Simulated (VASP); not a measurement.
Crystal: Ni.

```
CELL_PARAMETERS angstrom
0.00000 1.76194 1.76194
1.76194 0.00000 1.76194
1.76194 1.76194 0.00000
ATOMIC_POSITIONS crystal
Ni 0.00000 0.00000 0.00000
```

```yaml
Program: VASP 6.6.1
Task: relaxation of cell and atoms
Functional: LDA
Potentials_or_basis: VASP PAW LDA potentials, release 64 (Ni)
Cutoff: 350 eV
k_mesh: 10 × 10 × 10
Occupations: gaussian, width 0.1 eV
Spin: collinear spin, ferromagnetic start
Starting_moments: "[0.8] μB"
```

At the start: pressure -17.7 GPa; volume 10.94 Å³/atom.

Problem. Where does the relaxation end?

Solution. Over 10 steps the energy falls by 55.6 meV/atom and the volume is 10.02 Å³/atom (-8.4 %); space group Fm-3m (No. 225, to 0.05 Å); moment 0.65 μB per cell.

The path:
| step | energy change (eV) | largest force (eV/Å) | pressure (GPa) | volume (Å³) |
| --- | --- | --- | --- | --- |
| 1 | 0.0000 | 0.0000 | -17.73 | 10.94 |
| 2 | 0.0187 | 0.0000 | 29.48 | 9.13 |
| 3 | -0.0556 | 0.0000 | -0.38 | 10.04 |
| 4 | -0.0556 | 0.0000 | -0.17 | 10.02 |
| 5 | -0.0556 | 0.0000 | 0.29 | 10.00 |
| 6 | -0.0556 | 0.0000 | -0.14 | 10.02 |
| 7 | -0.0556 | 0.0000 | 0.04 | 10.02 |
| 8 | -0.0556 | 0.0000 | -0.05 | 10.02 |
| 9 | -0.0556 | 0.0000 | 0.15 | 10.02 |
| 10 | -0.0556 | 0.0000 | -0.03 | 10.02 |

Final structure:
```xyz
1
Lattice="0.0000 1.7111 1.7111 1.7111 0.0000 1.7111 1.7111 1.7111 0.0000" Properties=species:S:1:pos:R:3 pbc="T T T"
Ni    0.0000    0.0000    0.0000
```
